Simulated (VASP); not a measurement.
Data:

```
CELL_PARAMETERS angstrom
      0.00000     2.35000     2.35000
      2.35000     0.00000     2.35000
      2.35000     2.35000     0.00000
ATOMIC_POSITIONS crystal
  Zr 0.00000 0.00000 0.00000
  C  0.50000 0.50000 0.50000
```

Computed with LDA (Ceperley-Alder, Perdew-Zunger), VASP's LDA PAW potentials (set 64) (plane waves; VASP). Settings: 520 eV cut-off, 12×12×12 Γ-centred mesh, first-order Methfessel-Paxton smearing of 0.10 eV, potentials Zr_sv C.

Energy and stress use the plane-wave basis of the starting cell.

The ions, cell shape and volume are relaxed. Give the cell that the relaxation ends in.

```
CELL_PARAMETERS angstrom
      0.00000     2.32284     2.32284
      2.32284     0.00000     2.32284
      2.32284     2.32284     0.00000
ATOMIC_POSITIONS crystal
  Zr 0.00000 0.00000 0.00000
  C  0.50000 0.50000 0.50000
```
Space group Fm-3m (225), at a tolerance of 0.03 Å.

How do energy and volume change from the first to the last step?

The energy (σ→0) changes by -11.3 meV/atom and the volume by -3.4 %, in 4 ionic steps.

The compound is ZrC in the rock salt structure. This run relaxes it. Symmetry was kept, so distortions that lower it aren't found.
